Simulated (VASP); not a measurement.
# Be3Se2O (P1) in VASP: relaxation of cell and atoms with PBE

Aim: the relaxation of cell and atoms of Be3Se2O with PBE.

Everything below comes from runs of VASP 6.6.1. Logs are shortened: lines on timing, memory, paths and dates and some standing lists are left out, and cuts for length are marked.

### Step 1. The structure

The typed cell holds 12 atoms: a = 5.836 Å, b = 5.733 Å, c = 5.454 Å, α = 91.29°, β = 91.79°, γ = 61.26°.

The cell was built by a generator and needn't be a form met in nature.

### Step 2. Relaxation of cell and atoms, PBE

INCAR reads:

```
SYSTEM = Be3Se2O
PREC     = Normal         ! precision mode
ENCUT    = 520            ! plane-wave cutoff, eV
EDIFF    = 1E-5           ! SCF threshold, eV
ISMEAR   = 0              ! smearing method
SIGMA    = 0.05           ! smearing width, eV
LREAL    = Auto         
LASPH    = .TRUE.         ! aspherical terms in the spheres
NELM     = 80             ! most SCF steps
ALGO     = Fast           ! electronic algorithm
ISIF     = 3              ! what is computed and relaxed
LWAVE    = .FALSE.        ! write WAVECAR
LCHARG   = .FALSE.        ! write CHGCAR
GGA      = PE             ! functional
IBRION   = 2              ! ionic algorithm
NSW      = 110            ! ionic steps
EDIFFG   = -0.03          ! ionic threshold
ISYM     = 0
```

KPOINTS reads:

```
regular mesh
0
G
  4 4 3
  0 0 0
```

POSCAR reads:

```
Be3Se2O
1.0
    5.0055418300     -2.9982897100     -0.0916812500
    4.9475514200      2.8957540900     -0.0658473600
   -0.0844553500      0.0244892900      5.4537024400
Be Se O
6 4 2
Direct
    0.8832772900      0.4205594500      0.4034628400
    0.5794614500      0.1657091900      0.3524411400
    0.1308598400      0.8946685600      0.3291501400
    0.4525203300      0.8068765900      0.8811504500
    0.1660602700      0.5820303400      0.9244071600
    0.8520950300      0.1574063500      0.8211682600
    0.8380536500      0.5301590400      0.0018215100
    0.5038984800      0.8054323100      0.5249335400
    0.1827663500      0.5457031100      0.5053234000
    0.5550949400      0.1009218100      0.9760645100
    0.8257378100      0.1738393900      0.5129448600
    0.1350854600      0.8077431000      0.0344586400
```

Potentials or basis: VASP PAW PBE potentials, release 64 (Be, Se, O).

Launch:

```
$ cat potpaw_PBE.64/Be/POTCAR potpaw_PBE.64/Se/POTCAR potpaw_PBE.64/O/POTCAR > POTCAR
$ mpirun -np 1 vasp_std > vasp.out
```

OUTCAR:

```text
SYSTEM = Be3Se2O
   PREC = Normal
   ENCUT = 520
   EDIFF = 1E-5
   ISMEAR = 0
   LREAL = Auto
   LASPH = .TRUE.
   NELM = 80
   ISIF = 3
   GGA = PE
   IBRION = 2
   NSW = 110
   EDIFFG = -0.03
   ISYM = 0

 ion  position               nearest neighbor table
   1  0.883  0.421  0.403-  11 1.73   9 2.24   7 2.26   8 2.35
   2  0.579  0.166  0.352-  11 1.68  10 2.09   9 2.45   8 2.52
   3  0.131  0.895  0.329-  12 1.67  11 2.01   9 2.12   8 2.22
   4  0.453  0.807  0.881-   8 1.97  12 2.05  10 2.09   7 2.13
   5  0.166  0.582  0.924-  12 1.35   7 2.13   9 2.29
   6  0.852  0.157  0.821-  11 1.68  10 2.11   7 2.30
   7  0.838  0.530  0.002-   4 2.13   5 2.13   1 2.26   6 2.30
   8  0.504  0.805  0.525-   4 1.97   3 2.22   1 2.35   2 2.52
   9  0.183  0.546  0.505-   3 2.12   1 2.24   5 2.29   2 2.45
  10  0.555  0.101  0.976-   2 2.09   4 2.09   6 2.11
  11  0.826  0.174  0.513-   2 1.68   6 1.68   1 1.73   3 2.01
  12  0.135  0.808  0.034-   5 1.35   3 1.67   4 2.05

IMPORTANT INFORMATION: All symmetrisations will be switched off!
NOSYMM: (Re-)initialisation of all symmetry stuff for point group C_1.

----------------------------------------------------------------------------------------

                                     Primitive cell

  volume of cell :     159.9096

  direct lattice vectors                    reciprocal lattice vectors
     5.005541830 -2.998289710 -0.091681250     0.098769537 -0.168701053  0.002287067
     4.947551420  2.895754090 -0.065847360     0.102242381  0.170665168  0.000816958
    -0.084455350  0.024489290  5.453702440     0.002894860 -0.000775413  0.183409984

  length of vectors
     5.835545874  5.733061371  5.454411310     0.195501145  0.198949168  0.183434467

  position of ions in fractional coordinates (direct lattice)
     0.883277290  0.420559450  0.403462840
     0.579461450  0.165709190  0.352441140
     0.130859840  0.894668560  0.329150140
     0.452520330  0.806876590  0.881150450
     0.166060270  0.582030340  0.924407160
     0.852095030  0.157406350  0.821168260
     0.838053650  0.530159040  0.001821510
     0.503898480  0.805432310  0.524933540
     0.182766350  0.545703110  0.505323400
     0.555094940  0.100921810  0.976064510
     0.825737810  0.173839390  0.512944860
     0.135085460  0.807743100  0.034458640

  ion indices of the primitive-cell ions
   primitive index   ion index
                 1           1
                 2           2
                 3           3
                 4           4
                 5           5
                 6           6
                 7           7
                 8           8
                 9           9
                10          10
                11          11
                12          12

----------------------------------------------------------------------------------------

 KPOINTS: regular mesh

Automatic generation of k-mesh.
 Grid dimensions read from file:
 generate k-points for:    4    4    3

 Generating k-lattice:

  Cartesian coordinates                     Fractional coordinates (reciprocal lattice)
     0.024692384 -0.042175263  0.000571767     0.250000000  0.000000000  0.000000000
     0.025560595  0.042666292  0.000204240     0.000000000  0.250000000  0.000000000
     0.000964953 -0.000258471  0.061136661     0.000000000 -0.000000000  0.333333333

  Length of vectors
     0.048875286  0.049737292  0.061144822

  Shift w.r.t. Gamma in fractional coordinates (k-lattice)
     0.000000000  0.000000000  0.000000000

 Subroutine IBZKPT returns following result:
 ===========================================

 Found     26 irreducible k-points:

 Following reciprocal coordinates:
            Coordinates               Weight
  0.000000  0.000000  0.000000      1.000000
  0.250000  0.000000 -0.000000      2.000000
  0.500000  0.000000 -0.000000      1.000000
  0.000000  0.250000 -0.000000      2.000000
  0.250000  0.250000  0.000000      2.000000
  0.500000  0.250000 -0.000000      2.000000
[... 16 lines left out ...]
 -0.000000 -0.250000  0.333333      2.000000
  0.250000 -0.250000  0.333333      2.000000
 [... further k-points ...]
   k-points           NKPTS =     26   k-points in BZ     NKDIM =     26   number of bands    NBANDS=     31
   number of dos      NEDOS =    301   number of ions     NIONS =     12
   total plane-waves  NPLWV =  34560
   dimension x,y,z NGX =    36 NGY =   32 NGZ =   30
   dimension x,y,z NGXF=    72 NGYF=   64 NGZF=   60
   ions per type =               6   4   2
   NGX,Y,Z   is equivalent  to a cutoff of  10.26,  9.28,  9.14 a.u.
   NGXF,Y,Z  is equivalent  to a cutoff of  20.51, 18.56, 18.29 a.u.
 SYSTEM =  Be3Se2O
   PREC   = normal    normal or accurate (medium, high low for compatibility)
   ISTART =      0    job   : 0-new  1-cont  2-samecut
   ICHARG =      2    charge: 1-file 2-atom 10-const
   ISPIN  =      1    spin polarized calculation?
   LNONCOLLINEAR =      F non collinear calculations
   LSORBIT =      F    spin-orbit coupling
   LASPH  =      T    aspherical Exc in radial PAW
   ENCUT  =  520.0 eV  38.22 Ry    6.18 a.u.  10.85 10.66 10.14*2*pi/ulx,y,z
   NELM   =     80;   NELMIN=  2; NELMDL= -5     # of ELM steps
   EDIFF  = 0.1E-04   stopping-criterion for ELM
   LREAL  =      T    real-space projection
   EDIFFG = -.3E-01   stopping-criterion for IOM
   NSW    =    110    number of steps for IOM
   IBRION =      2    ionic relax: 0-MD 1-quasi-New 2-CG
   NFREE  =      1    steps in history (QN), initial steepest desc. (CG)
   ISIF   =      3    stress and relaxation
   ISYM   =      0    0-nonsym 1-usesym 2-fastsym
   POTIM  = 0.5000    time-step for ionic-motion
   TEBEG  =    0.0;   TEEND  =   0.0 temperature during run
   PSTRESS=    0.0 pullay stress
   NELECT =      48.0000    total number of electrons
   NUPDOWN=      -1.0000    fix difference up-down
   EMIN   =  10.00;   EMAX   =-10.00  energy-range for DOS
   EFERMI =   0.00;   METHOD = LEGACY
   ISMEAR =     0;   SIGMA  =   0.05  broadening in eV -4-tet -1-fermi 0-gaus
   EFERMI_NEDOS =   21; number of points for ismear=-14 and -15
   IALGO  =     68    algorithm
   IMIX   =      4    mixing-type and parameters
     AMIX     =   0.40;   BMIX     =  1.00
     AMIX_MAG =   1.60;   BMIX_MAG =  1.00
  volume/ion in A,a.u.               =      13.33        89.93
  Fermi-wavevector in a.u.,A,eV,Ry     =   1.096134  2.071393 16.347541  1.201510
  Thomas-Fermi vector in A             =   2.232471
   LORBIT       =      0    0 simple, 1 ext, 2 COOP (PROOUT), +10 PAW based schemes
   GGA     = PE    functional components
   LHFCALC =     F    Hartree Fock is set to
   AEXX    =    0.0000 exact exchange contribution
   IVDW    =     0    specifies the selected vdW correction
   LEPSILON=     F    determine dielectric tensor
   LRPA    =     F    only Hartree local field effects (RPA)
 conjugate gradient relaxation of ions
 non-spin polarized calculation
 RMM-DIIS sequential band-by-band and
 Gauss-broadening in eV      SIGMA  =   0.05
  energy-cutoff  :      520.00
  volume of cell :      159.91
 maximum number of plane-waves:      4321
   NGX = 21   NGY = 21   NGZ = 21

--------------------------------------- Ionic step        1  -------------------------------------------

 number of electron      47.9999994 magnetization

 Free energy of the ion-electron system (eV)
  ---------------------------------------------------
  ext. energy  EPLUGINS =         0.00000000
  ---------------------------------------------------
  free energy    TOTEN  =       -57.48388682 eV

  energy without entropy =      -57.48388682  energy(sigma->0) =      -57.48388682

------------------------ aborting loop because EDIFF is reached ----------------------------------------

  FORCE on cell =-STRESS in cart. coord.  units (eV):
  Direction    XX          YY          ZZ          XY          YZ          ZX
  --------------------------------------------------------------------------------------
  -------------------------------------------------------------------------------------
  Total       11.3246903      4.1451156      6.9986169      4.4175313      0.1641196      3.4771335
  in kB      113.4651459     41.5310383     70.1210419     44.2604446      1.6443583     34.8383443
  external PRESSURE =      75.0390754 kB  Pullay stress =       0.0000000 kB
[... 119 lines left out ...]
  FREE ENERGIE OF THE ION-ELECTRON SYSTEM (eV)
  ---------------------------------------------------
  free  energy   TOTEN  =       -59.8539874930 eV

  energy  without entropy=      -59.8539874930  energy(sigma->0) =      -59.85398749

[... ionic steps 4 to 17 ...]

--------------------------------------- Ionic step       18  -------------------------------------------

 number of electron      48.0000007 magnetization

------------------------ aborting loop because EDIFF is reached ----------------------------------------

  FORCE on cell =-STRESS in cart. coord.  units (eV):
  Direction    XX          YY          ZZ          XY          YZ          ZX
  --------------------------------------------------------------------------------------
  -------------------------------------------------------------------------------------
  Total        0.0205483     -0.0675409      0.0995511     -0.0434742      0.0641576     -0.0149370
  in kB        0.2073399     -0.6815117      1.0045061     -0.4386706      0.6473728     -0.1507198
  external PRESSURE =       0.1767781 kB  Pullay stress =       0.0000000 kB
[... 77 lines left out ...]
  energy  without entropy=      -61.4310433270  energy(sigma->0) =      -61.43104333

--------------------------------------- Ionic step       20  -------------------------------------------

 number of electron      48.0000008 magnetization

 Free energy of the ion-electron system (eV)
  ---------------------------------------------------
  ext. energy  EPLUGINS =         0.00000000
  ---------------------------------------------------
  free energy    TOTEN  =       -61.43159796 eV

  energy without entropy =      -61.43159796  energy(sigma->0) =      -61.43159796

 E-fermi :   4.3858     XC(G=0):  -9.9777

 val. band max:        4.1365724704   @ k =   0.5000   0.2500  -0.0000
 cond. band min:       7.4132959031   @ k =   0.5000   0.5000   0.0000
 fundamental gap:      3.2767234327
 Fermi energy:         4.3858289072

 k-point     1 :       0.0000    0.0000    0.0000
  band No.  band energies     occupation
      1     -15.3251      2.00000
      2     -15.1437      2.00000
      3      -9.4076      2.00000
      4      -7.9400      2.00000
      5      -7.4728      2.00000
      6      -7.4422      2.00000
[... 805 lines left out ...]
     30       9.2065      0.00000
     31      10.1271      0.00000

 [... further k-points ...]

------------------------ aborting loop because EDIFF is reached ----------------------------------------

  FORCE on cell =-STRESS in cart. coord.  units (eV):
  Direction    XX          YY          ZZ          XY          YZ          ZX
  --------------------------------------------------------------------------------------
  -------------------------------------------------------------------------------------
  Total       -0.0163539     -0.0275915      0.0044555      0.0020322     -0.0163152     -0.0132876
  in kB       -0.1649490     -0.2782939      0.0449389      0.0204975     -0.1645589     -0.1340214
  external PRESSURE =      -0.1327680 kB  Pullay stress =       0.0000000 kB
[... 27 lines left out ...]
  FREE ENERGIE OF THE ION-ELECTRON SYSTEM (eV)
  ---------------------------------------------------
  free  energy   TOTEN  =       -61.4315979619 eV

  energy  without entropy=      -61.4315979619  energy(sigma->0) =      -61.43159796

 reached required accuracy - stopping structural energy minimisation
```

It took 10 min on 1 thread of Intel Xeon Platinum 8488C (Sapphire Rapids), shared host; peak memory 0.23 GiB.

Results:

- Free energy: -61.4316 eV
- Relaxed volume: 13.24 Å³/atom
- Relaxed cell: a = 5.834 Å, b = 5.834 Å, c = 5.445 Å, α = 90.00°, β = 90.00°, γ = 59.00°
- Space group after relaxing (to 0.05 Å): Cmc2_1 (No. 36)
- Energy gained by relaxing: 329.0 meV/atom
- Ionic steps: 20
- Pressure after relaxing: 0.0 GPa
- Largest force after relaxing: 0.028 eV/Å
- Band gap on the k mesh: 3.28 eV, indirect (least direct gap 3.34 eV)

Forces in eV/Å, atoms in the order of the input:
```
Be  -0.005  0.000 -0.009
Be   0.001 -0.010 -0.003
Be  -0.007 -0.002 -0.008
Be  -0.001  0.005  0.006
Be   0.024  0.011  0.011
Be   0.002  0.006  0.010
Se  -0.005 -0.004  0.006
Se   0.005 -0.001 -0.005
Se  -0.008 -0.009 -0.001
Se   0.003  0.010  0.000
O   -0.012  0.003  0.003
O    0.003 -0.009 -0.012
```

Step by step:
```
step  energy change (eV)  largest force (eV/Å)  pressure (GPa)  volume (Å³)
   1              0.0000                7.5695            7.50       159.91
   2             -2.3554                3.2226           -5.92       174.67
   3             -2.3701                3.0050           -4.15       170.51
   4             -2.3903                3.1327           -5.10       172.44
   5             -3.3217                1.4781           -1.66       164.07
   6             -3.4026                1.4077            0.46       160.90
   7             -3.6861                0.9122           -0.10       160.43
   8             -3.7983                0.6289           -0.13       159.88
   9             -3.7999                0.6380           -0.19       159.95
  10             -3.8597                0.4696            0.06       159.40
  11             -3.8728                0.5432            0.34       158.97
  12             -3.9120                0.2909           -0.37       159.52
  13             -3.9152                0.3208           -0.58       159.73
  14             -3.9364                0.1946            0.21       158.28
  15             -3.9365                0.1906            0.28       158.21
  16             -3.9450                0.0785           -0.04       158.80
  17             -3.9453                0.0947           -0.08       158.94
  18             -3.9471                0.0421            0.02       158.78
  19             -3.9472                0.0511            0.05       158.75
  20             -3.9477                0.0284           -0.01       158.85
```

Final structure:
```cif
data_structure
_symmetry_space_group_name_H-M 'P 1'
_symmetry_Int_Tables_number 1
_cell_length_a 5.8342
_cell_length_b 5.8340
_cell_length_c 5.4448
_cell_angle_alpha 90.000
_cell_angle_beta 90.002
_cell_angle_gamma 58.997
_cell_volume 158.85
loop_
_atom_site_label
_atom_site_type_symbol
_atom_site_fract_x
_atom_site_fract_y
_atom_site_fract_z
_atom_site_occupancy
Be1 Be 0.84737 0.42876 0.40774 1
Be2 Be 0.57907 0.16121 0.40769 1
Be3 Be 0.11816 0.89018 0.32187 1
Be4 Be 0.43814 0.83750 0.90756 1
Be5 Be 0.17020 0.56935 0.90751 1
Be6 Be 0.89960 0.10829 0.82167 1
Se1 Se 0.84390 0.48310 0.00126 1
Se2 Se 0.49273 0.83437 0.50129 1
Se3 Se 0.17331 0.51581 0.50129 1
Se4 Se 0.52496 0.16398 0.00125 1
O1 O 0.86213 0.14609 0.49396 1
O2 O 0.15534 0.85241 0.99424 1
```

Levels at points of the mesh, in eV from the valence-band top:
```
           k point  band 20  band 21  band 22  band 23  band 24  band 25  band 26  band 27  band 28  band 29
(0.00, 0.00, 0.00)    -1.74    -0.94    -0.74    -0.35    -0.34     3.63     3.81     3.82     4.23     6.21
(0.50, 0.00, 0.00)    -1.33    -1.16    -0.85    -0.80    -0.51     3.89     4.41     5.37     5.50     5.52
(0.00, 0.50, 0.00)    -1.33    -1.16    -0.85    -0.80    -0.51     3.89     4.42     5.37     5.49     5.53
(0.50, 0.50, 0.00)    -2.18    -1.59    -1.48    -0.08    -0.07     3.28     4.50     4.82     4.83     5.43
```

Caveat: an odd mesh through Γ misses points on the zone boundary, where band edges often lie. PBE gaps usually lie below the measured ones, often by a third to a half.
